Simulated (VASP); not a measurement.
Consider the following.

```
CELL_PARAMETERS angstrom
      3.84000     0.00000     0.00000
      0.00000     3.84000     0.00000
      0.00000     0.00000     3.84000
ATOMIC_POSITIONS crystal
  Tl 0.00000 0.00000 0.00000
  Cl 0.50000 0.50000 0.50000
```
Cell charge -0.5.

All values below come from PBE GGA, VASP's PBE PAW potentials (set 64) (plane waves; VASP). Settings: NELECT = 20.5, 400 eV cut-off, 6×6×6 Γ-centred mesh, Gaussian smearing of 0.050 eV, potentials Tl_d Cl.

The cell is charged, with a uniform compensating background. Unless said otherwise, spin-orbit coupling is left out, though it shifts the bands of the heavy elements here.

Task: Estimate the energy per atom (σ→0), pressure, band gap (on the k-mesh) with the smallest direct gap where there is one.

Result: 
The band gap (on the k-mesh) is none (metal, semimetal or under 0.01 eV) and the energy per atom (σ→0) is -1.607 eV/atom. The pressure is 13.94 GPa.

The compound is TlCl in the CsCl type structure. The cell was not relaxed at this level. The run is one of a series of settings (NELECT = 20.5 against the base run), some of them coarse on purpose.
